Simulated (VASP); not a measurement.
Here is a VASP 6.6.1 calculation.

INCAR

```
SYSTEM = BaFeO2
PREC = Normal
ENCUT = 520
EDIFF = 1E-4
ISMEAR = 0
SIGMA = 0.15
LREAL = .False.
LASPH = .True.
NELM = 60
ALGO = Fast
ISIF = 3
LWAVE = .False.
LCHARG = .False.
ISPIN = 2
MAGMOM = 0 0 3 3 0 0 0 0
LORBIT = 11
LMAXMIX = 4
GGA = PE
IBRION = 2
NSW = 24
EDIFFG = -0.08
KPAR = 2
```

The input KPOINTS:

```
Automatic mesh
0
Gamma
  4 3 2
  0 0 0
```

The input POSCAR:

```
BaFeO2
1.0
    3.7706879500      0.0000000000      0.0000000000
    0.0000000000      4.2431081800      0.0000000000
    0.0000000000      0.0000000000      8.3570922800
Ba Fe O
2 2 4
Direct
    0.0000000000      0.5000000000      0.3224500000
    0.5000000000      0.0000000000      0.6775500000
    0.5000000000      0.0000000000      0.0905999800
    0.0000000000      0.5000000000      0.9094000200
    0.5000000000      0.5000000000      0.0556999900
    0.0000000000      0.0000000000      0.9443000100
    0.5000000000      0.0000000000      0.3472999800
    0.0000000000      0.5000000000      0.6527000200
```

Potentials or basis: VASP PAW PBE potentials, release 64 (Ba_sv, Fe, O).

Run with:

```console
$ cat potpaw_PBE.64/Ba_sv/POTCAR potpaw_PBE.64/Fe/POTCAR potpaw_PBE.64/O/POTCAR > POTCAR
$ mpirun -np 2 vasp_std > vasp.out
```

**Question.** What does it give for the relaxed volume?

**Answer.** 15.69 Å³/atom.

**Question.** Estimate the band gap on the k mesh.

**Answer.** None (metal or under the smearing width).

**Question.** Estimate the space group after relaxing (to 0.05 Å).

**Answer.** Pmmn (No. 59).

Stress tensor (GPa, compression positive):
```
-0.73  0.00  0.00
 0.00 -0.56  0.00
 0.00  0.00 -0.17
```

Caveat: the k mesh is coarse (spacing up to 0.49 Å⁻¹), so the values aren't converged; semilocal functionals often make such compounds metallic where correlation or magnetic order opens a gap, which also shifts bond lengths. With open d or f shells a metallic result of PBE can be an artefact of self-interaction; +U or a hybrid may open a gap.
